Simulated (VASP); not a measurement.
These are PBE GGA, VASP's PBE PAW potentials (set 64) (plane waves; VASP 6.6.1) values and carry that method's errors.

Input for VASP

### POSCAR
```
B
1
    2.5099390000     0.0000000000     0.0000000000
   -1.2549690000     2.1736710000     0.0000000000
    0.0000000000     0.0000000000    14.8499800000
B
2
Direct
  0.6666670000   0.3333330000   0.5286190000
  0.3333330000   0.6666670000   0.4713810000
```

KPOINTS:
```
Automatic mesh
0
Gamma
8 8 1
0 0 0
```

**INCAR**
```
ALGO  =  Normal
EDIFF  =  1E-6
ENCUT  =  400
GGA  =  PE
ISIF  =  2
ISMEAR  =  0
LASPH  =  .True.
LCHARG  =  .False.
LREAL  =  .False.
LWAVE  =  .False.
NELM  =  100
PREC  =  Accurate
SIGMA  =  0.272
SYSTEM  =  B
```

POTCAR, in this order: B (PBE.64 set). Program: vasp_std.

The cell holds a wide vacuum, so values per volume refer to the whole cell.

### Question
Predict the energy per atom (σ→0), largest force, band gap (on the k-mesh).

### Answer

- energy per atom (σ→0): -4.618 eV/atom
- band gap (on the k-mesh): none (metal, semimetal or under 0.01 eV)
- largest force: 1.347 eV/Å

### OSZICAR
```
...
DAV:  13    -0.926763800701E+01   -0.39172E-03   -0.15933E-04   182   0.656E-02    0.215E-02
DAV:  14    -0.926839428916E+01   -0.75628E-03   -0.38565E-04   189   0.882E-02    0.857E-03
DAV:  15    -0.926848423822E+01   -0.89949E-04   -0.71094E-06   203   0.176E-02    0.846E-03
DAV:  16    -0.926853546910E+01   -0.51231E-04   -0.21550E-05   175   0.215E-02    0.160E-03
DAV:  17    -0.926854198715E+01   -0.65181E-05   -0.83941E-07   175   0.576E-03    0.130E-03
DAV:  18    -0.926854317992E+01   -0.11928E-05   -0.29080E-07   168   0.257E-03    0.123E-04
DAV:  19    -0.926854353810E+01   -0.35819E-06   -0.30718E-08   168   0.861E-04
   1 F= -.92685435E+01 E0= -.92366520E+01  d E =-.637830E-01
```

The cell is a sheet with vacuum, built from a generated structure.
